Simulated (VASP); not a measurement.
Consider the following.

```
HfMn
1.0
    1.56138     0.90146     4.98872
   -1.56138     0.90146     4.98872
    0.00000    -1.80293     4.98872
Mn Hf
1 1
Direct
  0.00000   0.00000   0.00000
  0.50000   0.50000   0.50000
```
Starting moments (μB, in the order of the record's atoms Mn Hf): 4.0 0.0.

Calculation: PBE GGA, VASP's PBE PAW potentials (set 64) (plane waves; VASP). Numerical set-up: 300 eV cut-off, 6×6×6 Γ-centred mesh, Fermi-Dirac smearing of 0.10 eV, potentials Mn_pv Hf_pv.

At this cut-off the stress carries a Pulay error, which pulls relaxed volumes low. Energy and stress use the plane-wave basis of the starting cell. The moments were started parallel, and other spin orders were not tried in this run.

Q: The ions, cell shape and volume are relaxed. What does this cell relax into?

A: 
```
HfMn
1.0
    1.54362     0.89121     3.94571
   -1.54362     0.89121     3.94571
    0.00000    -1.78242     3.94571
Mn Hf
1 1
Direct
  0.00000   0.00000   0.00000
  0.50000   0.50000   0.50000
```
Space group R-3m (166), at a tolerance of 0.03 Å. The cell ends with 0.00 μB, on the sites 0.00 0.00 μB.

Q: How do energy and volume change from the first to the last step?

A: The energy (σ→0) changes by -618.2 meV/atom and the volume by -22.7 %, in 12 ionic steps.

```json
[
 {"step": "1", "E(σ→0) (eV)": "-17.1345", "max force (eV/Å)": "0.000", "pressure (GPa)": "-20.90", "volume (Å³)": "42.13"},
 {"step": "2", "E(σ→0) (eV)": "-17.7799", "max force (eV/Å)": "0.000", "pressure (GPa)": "34.47", "volume (Å³)": "27.39"},
 {"step": "3", "E(σ→0) (eV)": "-18.1342", "max force (eV/Å)": "0.000", "pressure (GPa)": "3.07", "volume (Å³)": "31.85"},
 {"step": "4", "E(σ→0) (eV)": "-18.3390", "max force (eV/Å)": "0.000", "pressure (GPa)": "4.02", "volume (Å³)": "31.64"},
 {"step": "5", "E(σ→0) (eV)": "-18.3566", "max force (eV/Å)": "0.000", "pressure (GPa)": "5.00", "volume (Å³)": "31.51"},
 {"step": "6", "E(σ→0) (eV)": "-18.3479", "max force (eV/Å)": "0.000", "pressure (GPa)": "-5.13", "volume (Å³)": "33.79"},
 {"step": "7", "E(σ→0) (eV)": "-18.3703", "max force (eV/Å)": "0.000", "pressure (GPa)": "-0.02", "volume (Å³)": "32.59"},
 {"step": "8", "E(σ→0) (eV)": "-18.3703", "max force (eV/Å)": "0.000", "pressure (GPa)": "-0.08", "volume (Å³)": "32.61"},
 {"step": "9", "E(σ→0) (eV)": "-18.3706", "max force (eV/Å)": "0.000", "pressure (GPa)": "-0.27", "volume (Å³)": "32.61"},
 {"step": "10", "E(σ→0) (eV)": "-18.3706", "max force (eV/Å)": "0.000", "pressure (GPa)": "-0.19", "volume (Å³)": "32.61"},
 {"step": "11", "E(σ→0) (eV)": "-18.3709", "max force (eV/Å)": "0.000", "pressure (GPa)": "0.24", "volume (Å³)": "32.52"},
 {"step": "12", "E(σ→0) (eV)": "-18.3708", "max force (eV/Å)": "0.000", "pressure (GPa)": "-0.01", "volume (Å³)": "32.57"}
]
```

The structure was generated: HfMn was put into an ordered model structure, which need not be its known phase. This run relaxes it. Symmetry was kept, so distortions that lower it aren't found. The k-mesh is coarse (spacing up to 0.40 per Å, 2π included), so the numbers may not be converged in it. The run is one of a series of settings (EDIFFG = -0.01, IBRION = 2, ISIF = 3, NSW = 50 against the base run), some of them coarse on purpose.
